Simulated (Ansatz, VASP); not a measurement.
## Cross-check of Ca2CdO3 between VASP and Ansatz

Wanted: the spread between two codes on one cell, functional and k mesh. The cell is generated by rule, not measured, and may not be a known phase. The cell is taken from a series of runs on this material, whose earlier steps may have relaxed, scaled, displaced or heated it; both programs get it as it stands.

Main program and level: Ansatz 0.2.0; plane waves, with VASP 6.6.1 beside it; relaxation of cell and atoms at PBEsol.

The structure was built from a prototype and need not be the compound's stable phase.

### 1. The starting structure

The structure is tetragonal, space group I4/mmm (No. 139). The conventional cell has a = 3.358 Å, b = 3.358 Å, c = 14.141 Å, α = 90.00°, β = 90.00°, γ = 90.00°. Nearest to Ca lie 6 O at 2.32 to 2.39 Å. Nearest to Cd lie 6 O at 2.37 Å. O has 1 Cd at 2.37 Å and 5 Ca at 2.37 to 2.39 Å nearest. O has 2 Ca at 2.32 Å and 4 Cd at 2.37 Å nearest. Farther neighbours and most contacts between anions are not listed.

### 2. Ansatz: relaxation of cell and atoms, PBEsol

Ansatz runs on its default PAW (the set named soft_2) files.

The relaxed volume is the usual yardstick between codes: in a stiff, nearly cubic crystal its relative difference is about their pressure difference at one cell divided by the bulk modulus.

The input, input.yaml:

```yaml
crystal:
  lattice:
    - [2.3744290399, 2.3744290399, 0.0]
    - [-2.3744290399, 2.3744290399, 0.0]
    - [2.3744290399, 0.0, 7.0703720654]
  atoms:
    - { symbol: Ca, position: [0.0028307678, -0.0028307678, -0.0056615356] }
    - { symbol: Ca, position: [0.3305025655, 0.6694974345, 0.3389948689] }
    - { symbol: Cd, position: [0.6666666667, 0.3333333333, 0.6666666667] }
    - { symbol: O, position: [0.4992689527, 0.5007310473, 0.0014620946] }
    - { symbol: O, position: [0.8340643806, 0.1659356194, 0.3318712388] }
    - { symbol: O, position: [0.1666666667, 0.8333333333, 0.6666666667] }
kpoints:
  mp_grid: { grid: [8, 8, 8] }
hamiltonian:
  xc: pbesol
scf:
  occupations: { method: fixed }
output:
  forces: true
  stress: true
  eigenvalues: true
relax:
  adjacent_minimum: "off"
  f_tol: 0.001
  max_steps: 60
  cell: { stress_tol: 0.01 }
```

Started as:

```sh
ansatz run input.yaml --threads 8 --pin off --max-ram 14336MiB --backend cpu --events-out ev --progress --plain --runs-dir out
```

Numbers of over 12 decimals in the logs are rounded to 6 here.

Output:

```text
Engine: ansatz 0.2.0, x86_64-unknown-linux-gnu
Pseudopotentials: kind: paw
Pseudopotential: Ca, paw, valence charge 10, recommended cutoff 420 eV (normal), Ca.paw.azcp
Pseudopotential: Cd, paw, valence charge 20, recommended cutoff 420 eV (normal), Cd.paw.azcp
Pseudopotential: O, paw, valence charge 6, recommended cutoff 420 eV (normal), O.paw.azcp
Functional definition: PBEsol
  exchange = pbesol_x
  correlation = pbesol_c
Crystal: 6 atoms, lattice volume = 79.724 Å³
Basis set: ecut = 420 eV, 1555 PW (Γ), exchange–correlation on 48×48×100 points (8 copies of the dense FFT grid, shifted against one another)
Bands: 35, of which v1, the nominal top of the filled ones, is band 29 counted from 1 (28 counted from 0)
Symmetry: 16 space group operations
Space group: I4/mmm (ITA 139), of the structure as read, at distance tolerance 4.3e-5 Å
k-points: 59 of 512
Non-local potential: Ca, projectors of the file, l = 0: 3, l = 1: 2, l = 2: 2
Non-local potential: Cd, projectors of the file, l = 0: 3, l = 1: 2, l = 2: 2, l = 3: 1
Non-local potential: O, projectors of the file, l = 0: 2, l = 1: 2, l = 2: 1
PAW form: soft (Blöchl's): semilocal exchange-correlation on the pseudo side does not see the compensation charge
PAW frozen core: Ca, regenerated for the run's functional, and the local potential with it (the file was generated under x = pbe(κ = 0.804, μ = 0.219515), c = pbe(β = 0.066725))
PAW frozen core: Cd, regenerated for the run's functional, and the local potential with it (the file was generated under x = pbe(κ = 0.804, μ = 0.219515), c = pbe(β = 0.066725))
PAW frozen core: O, regenerated for the run's functional, and the local potential with it (the file was generated under x = pbe(κ = 0.804, μ = 0.219515), c = pbe(β = 0.066725))
PAW one-centre angular grid: Ca, 110 points (default); XC on 64 Gauss nodes
PAW one-centre angular grid: Cd, 590 points (default); XC on 64 Gauss nodes
PAW one-centre angular grid: O, 110 points (default); XC on 64 Gauss nodes
Initial density: superposition of atomic densities (neutral atoms: chi_scale 0, normalization atom), corrected by the library's trained network
Initial wavefunctions: pseudopotential atomic-orbital guess
Functional: x = pbesol(κ = 0.804, μ = 0.123457), c = pbesol(β = 0.046)
SCF iter   1: F=—  HF=-13460.837063 eV  |F-HF|=—  |Δ(HF+E_count)|=         —  Δρ=1.50e-2  dr2=1.60e-1  ethr=1.77e-3  ⟨swp⟩=4.6  Hψ=7156  notcnv=0  defer=198
preconditioner: auto → Resta (q_TF=auto, 2.587 Å⁻¹)  ε∞=4.5  [insulator: Δε(μ)=1.451 eV  Ē_g=15.036 eV  n_scr=20 (ndim 8)  ℏωp=28.2 eV  f_vac=0.000  ε∞_Penn≈4.5]
SCF iter   2: F=—  HF=-13460.797464 eV  |F-HF|=—  |Δ(HF+E_count)|=   3.96e-2  Δρ=3.81e-3  dr2=7.59e-3  ethr=2.75e-4  ⟨swp⟩=2.0  Hψ=3624  notcnv=0  defer=227
SCF iter   3: F=—  HF=-13460.795857 eV  |F-HF|=—  |Δ(HF+E_count)|=   1.61e-3  Δρ=1.37e-3  dr2=1.74e-3  ethr=1.31e-5  ⟨swp⟩=2.0  Hψ=3015  notcnv=0  defer=235
SCF iter   4: F=—  HF=-13460.795573 eV  |F-HF|=—  |Δ(HF+E_count)|=   2.83e-4  Δρ=5.22e-4  dr2=2.29e-4  ethr=3.01e-6  ⟨swp⟩=3.0  Hψ=3555  notcnv=0  defer=235
SCF iter   5: F=—  HF=-13460.795553 eV  |F-HF|=—  |Δ(HF+E_count)|=   2.05e-5  Δρ=2.41e-4  dr2=4.92e-5  ethr=3.94e-7  ⟨swp⟩=2.0  Hψ=2976  notcnv=0  defer=163
SCF iter   6: F=—  HF=-13460.795460 eV  |F-HF|=—  |Δ(HF+E_count)|=   9.29e-5  Δρ=8.46e-5  dr2=4.72e-6  ethr=8.48e-8  ⟨swp⟩=2.0  Hψ=2974  notcnv=0  defer=96
SCF iter   7: F=—  HF=-13460.795461 eV  |F-HF|=—  |Δ(HF+E_count)|=   7.49e-7  Δρ=2.15e-5  dr2=3.07e-7  ethr=8.14e-9  ⟨swp⟩=2.0  Hψ=2627  notcnv=0  defer=96
SCF iter   8: F=-13460.795461 eV  HF=-13460.795461 eV  |F-HF|=1.99e-9  |Δ(HF+E_count)|=   1.66e-7  Δρ=3.42e-6  dr2=8.00e-9  ethr=1.72e-10  ⟨swp⟩=11.6  Hψ=11403  notcnv=0
SCF 1 converged in 8 iterations: F = -13460.795461 eV  dr2 = 8.00e-9
  greatest PAW one-centre occupation: 1.000 electrons in one spin orbital (limit 2), on the Cd atom at site 2 (counted from 0), in its partial waves of l = 0
relax step   1: F+E_penalty+E_count = -13460.79546096 eV  Δ(F+E_penalty+E_count) = +0.000e0 eV  max|allowed force component| = 1.283e-3 eV/Å  Δτ_max = 0.0000 Å  P = -0.005 GPa  Ω = 79.724 Å³  (8 SCF iters, dr2 threshold 1.00e-7 eV, accepted)
[...]
relax step   2: F+E_penalty+E_count = -13460.79547396 eV  Δ(F+E_penalty+E_count) = -1.300e-5 eV  max|allowed force component| = 7.268e-4 eV/Å  Δτ_max = 0.0001 Å  P = +0.001 GPa  Ω = 79.720 Å³  energy of the carried Pulay correction = +1.272e-5 eV  (6 SCF iters, dr2 threshold 1.03e-10 eV, accepted)
[...]
relax step   3: F+E_penalty+E_count = -13460.79547396 eV  Δ(F+E_penalty+E_count) = -5.457e-12 eV  max|allowed force component| = 7.266e-4 eV/Å  Δτ_max = 0.0000 Å  P = +0.001 GPa  Ω = 79.720 Å³  stress off target by 2.98e-3 GPa  SCF on the basis re-selected at this cell (its energy is not comparable with the rows above)  (7 SCF iters)
basis re-selected at this cell: Δ(F+E_penalty+E_count) = -5.457e-12 eV, ΔP = -0.000 GPa vs the last step (what re-selecting the basis moved, of the pressure what is left beyond the Pulay correction that the steps carried, after the strain that the cell walked since its last selection, with what the two solves' SCF thresholds leave and, on support functions, any second-order correction that the steps lacked; it is no  [...]
SCF converged after 7 iterations
Free energy (F): -13460.795474 eV
Harris-Foulkes:  -13460.795474 eV  (|F-HF|=3.64e-12)
Internal energy: -13460.795474 eV  (E = F + TS)
E sigma→0 (E₀):  -13460.795474 eV
Fermi energy:    9.584337 eV
--- Per-component energies (eV) ---
  E_band       = -577.447365
  E_kinetic    = 1590.009764
  E_local      = -5484.794746  (includes V_loc(G=0)·N_el)
  E_nonlocal   = 312.753320
  E_hartree    = 2315.038678
  E_xc         = -669.311446
  E_vxc        = -847.116166  (∫ρ·V_xc dr)
  E_paw        = -6145.632497  (= ΣΔE_a)
  E_vpaw       = -778.383984  (= ΣTr[D̂ρ^β])
  E_aug_tail   = 0.007138  (compensation charges beyond the density's cutoff)
  E_ewald      = -5379.551098
  E_core_change = 0.685412  (= ΣΔE_core)
  E_smearing   = -0.000000  (= −TS)
  E_closure    = -0.000000  (closes the sum)
  Σ components = -13460.795474   (vs F -13460.795474, Δ=0.00e0)
--- Forces (eV/Å), atoms counted from 1 ---
  atom   1  Ca     0.00000000     0.00000000    -0.00013194
  atom   2  Ca     0.00000000     0.00000000     0.00013194
  atom   3  Cd    -0.00000000     0.00000000     0.00000000
  atom   4  O     -0.00000000     0.00000000     0.00072656
  atom   5  O     -0.00000000     0.00000000    -0.00072656
  atom   6  O     -0.00000000     0.00000000     0.00000000
  max |Σ_I F_I| component: 5.42e-20 eV/Å
--- Stress (GPa, compression-positive) ---
        0.002980       0.000000       0.000000
        0.000000       0.002980       0.000000
        0.000000       0.000000      -0.002976
  P = ⅓ Tr σ = 0.0010 GPa (0.010 kbar)
--- Band table (eV; the first three rows and the last of 59) ---
  k-point 0: bands = [... 25 lower, 8.9169, 8.9442, 9.1339, 9.1339, 11.2159, 13.4002, 14.6188, 16.2258, ... 2 higher]
  k-point 1: bands = [... 25 lower, 8.9100, 8.9100, 9.1382, 9.1382, 11.3821, 13.4020, 14.6184, 15.7741, ... 2 higher]
  k-point 2: bands = [... 25 lower, 8.8946, 8.8946, 9.1472, 9.1472, 11.7286, 13.4062, 14.6175, 15.3472, ... 2 higher]
  k-point 58: bands = [... 25 lower, 8.0888, 8.4106, 8.6939, 8.6939, 14.1631, 14.2147, 14.2147, 16.5653, ... 2 higher]
--- Relaxed structure (2 steps of the walk, 2 accepted, 1 SCFs on fresh bases) ---
  F+E_penalty+E_count = -13460.79547396 eV   max|allowed force component| = 7.266e-4 eV/Å   (the final SCF, on the basis selected at the relaxed cell)
  cell:  # Å, volume = 79.7201 Å³
    - [2.374407, 2.374407, 0.0]
    - [-2.374407, 2.374407, 0.0]
    - [2.374407, 0.0, 7.070129]
  atoms:
    - { symbol: Ca, position: [0.00282212, -0.00282212, -0.00564424] }
    - { symbol: Ca, position: [0.330511, 0.669489, 0.338978] }
    - { symbol: Cd, position: [0.666667, 0.333333, 0.666667] }
    - { symbol: O, position: [0.499267, 0.500733, 0.00146695] }
    - { symbol: O, position: [0.834067, 0.165933, 0.331866] }
    - { symbol: O, position: [0.166667, 0.833333, 0.666667] }
```

In the SCF lines HF is the Harris–Foulkes energy and dr2 the Hartree energy of the density residual, in eV; the loop may stop once dr2 is under the threshold and the program's other checks hold. Hψ counts applications of the Hamiltonian.

### 3. VASP: relaxation of cell and atoms, PBEsol

The same cell, functional and mesh now go to VASP, with its own data sets.

Lines of VASP's logs that name or quote its potential files are left out, and so is its time.

The input, INCAR:

```
SYSTEM = Ca2CdO3
PREC = Accurate
ENCUT = 600
EDIFF = 1E-07
NELM = 120
ISMEAR = 0
SIGMA = 0.01
LREAL = .FALSE.
ALGO = Normal
GGA = PS
NBANDS = 31
LORBIT = 11
LWAVE = .FALSE.
LCHARG = .FALSE.
ISIF = 3
IBRION = 2
NSW = 80
EDIFFG = -0.005
LASPH = .TRUE.
GGA_COMPAT = .FALSE.
NELMIN = 4
EFERMI = MIDGAP
KPAR = 2
```

The input, POSCAR:

```
Ca2CdO3
1.0
    2.3744290000      2.3744290000      0.0000000000
   -2.3744290000      2.3744290000      0.0000000000
    2.3744290000      0.0000000000      7.0703720000
Ca Cd O
2 1 3
Direct
    0.0028307563      0.9971692437      0.9943384874
    0.3305025535      0.6694974465      0.3389948931
    0.6666666902      0.3333333098      0.6666666195
    0.4992689211      0.5007310789      0.0014621579
    0.8340643887      0.1659356113      0.3318712226
    0.1666666902      0.8333333098      0.6666666195
```

The input, KPOINTS:

```
Automatic mesh
0
Gamma
8 8 8
0 0 0
```

Potentials, in the order of the species: Ca_sv, Cd and O (PBE family, release 64).

Started as:

```sh
mpirun -np 2 vasp_std
```

Output:

```text
[banner, memory and clock lines left out]
running    2 mpi-ranks, on    1 nodes
 distrk:  each k-point on    1 cores,    2 groups
 distr:  one band on    1 cores,    1 groups

 POSCAR found type information on POSCAR CaCdO
 POSCAR found :  3 types and       6 ions
|                                                                             |
|               ----> ADVICE to this user running VASP <----                  |
|                                                                             |
|     You enforced a specific xc type in the INCAR file but a different       |
|     [... a line on the potential file left out ...]
|     I HOPE YOU KNOW WHAT YOU ARE DOING!                                     |
|                                                                             |

 LDA part: xc-table for (Slater+PW92), standard interpolation
 POSCAR, INCAR and KPOINTS ok, starting setup
 FFT: planning ... GRIDC
 FFT: planning ... GRID_SOFT
 FFT: planning ... GRID
 WAVECAR not read
 entering main loop
       N       E                     dE             d eps       ncg     rms          rms(c)
DAV:   1     0.545511392225E+03    0.54551E+03   -0.28814E+04  3658   0.186E+03
DAV:   2     0.559462749894E+01   -0.53992E+03   -0.52162E+03  4088   0.489E+02
DAV:   3    -0.397431725355E+02   -0.45338E+02   -0.45080E+02  5389   0.137E+02
DAV:   4    -0.410146038236E+02   -0.12714E+01   -0.12667E+01  5120   0.213E+01
DAV:   5    -0.410584654951E+02   -0.43862E-01   -0.43848E-01  5169   0.316E+00    0.144E+01
DAV:   6    -0.358187060209E+02    0.52398E+01   -0.27392E+01  5232   0.527E+01    0.940E+00
DAV:   7    -0.356118710825E+02    0.20683E+00   -0.28358E+00  4450   0.129E+01    0.603E+00
DAV:   8    -0.354793815397E+02    0.13249E+00   -0.10859E+00  4709   0.693E+00    0.164E+00
DAV:   9    -0.354405685559E+02    0.38813E-01   -0.22284E-01  4402   0.314E+00    0.562E-01
DAV:  10    -0.354377359772E+02    0.28326E-02   -0.51936E-02  4406   0.144E+00    0.258E-01
DAV:  11    -0.354371588666E+02    0.57711E-03   -0.65028E-03  4581   0.508E-01    0.967E-02
DAV:  12    -0.354372918663E+02   -0.13300E-03   -0.66030E-04  5227   0.178E-01    0.625E-02
DAV:  13    -0.354372725262E+02    0.19340E-04   -0.30544E-04  4556   0.108E-01    0.124E-02
DAV:  14    -0.354372750747E+02   -0.25485E-05   -0.24329E-05  4510   0.352E-02    0.617E-03
DAV:  15    -0.354372751168E+02   -0.42133E-07   -0.38234E-06  4849   0.106E-02    0.223E-03
DAV:  16    -0.354372751774E+02   -0.60540E-07   -0.31786E-07  3597   0.360E-03
   1 F= -.35437275E+02 E0= -.35437275E+02  d E =-.354373E+02
[...]
2 F= -.35438215E+02 E0= -.35438215E+02  d E =-.939505E-03
[...]
3 F= -.35438508E+02 E0= -.35438508E+02  d E =-.123247E-02
[...]
4 F= -.35438507E+02 E0= -.35438507E+02  d E =-.123153E-02
[...]
5 F= -.35438516E+02 E0= -.35438516E+02  d E =-.956521E-05
 trial-energy change:   -0.000010  1 .order   -0.000009   -0.000012   -0.000007
 step:   1.6148(harm=  2.2034)  dis= 0.00085  next Energy=   -35.438519 (dE=-0.122E-04)
 bond charge predicted
       N       E                     dE             d eps       ncg     rms          rms(c)
DAV:   1    -0.354385191981E+02   -0.28999E-05   -0.15091E-03  3672   0.220E-01    0.947E-03
DAV:   2    -0.354385207518E+02   -0.15537E-05   -0.27965E-05  4351   0.324E-02    0.372E-03
DAV:   3    -0.354385204045E+02    0.34734E-06   -0.92995E-07  5139   0.684E-03    0.162E-03
DAV:   4    -0.354385203930E+02    0.11475E-07   -0.29379E-07  3721   0.372E-03
   6 F= -.35438520E+02 E0= -.35438520E+02  d E =-.136903E-04
 curvature:  -0.86 expect dE=-0.235E-05 dE for cont linesearch -0.108E-05
 trial: gam=-0.13514 g(F)=  0.211E-05 g(S)=  0.629E-06 ort = 0.395E-05 (trialstep = 0.107E+01)
 search vector abs. value=  0.190E-05
 reached required accuracy - stopping structural energy minimisation
```

(Part 1 of 2 ends here.)

[Lines on the potential files, build, host, timing and source positions are cut from VASP's logs without a mark.]

[Logs are printed without paths, hosts, clocks, repeated set-up lines and the standing remarks that a program may print on its own settings, such as how far it seeks lower states.]

[Hosts, paths, dates, database ids (printed as entryN), source tags and the programs' standing remarks are cut or masked in the printed files.]
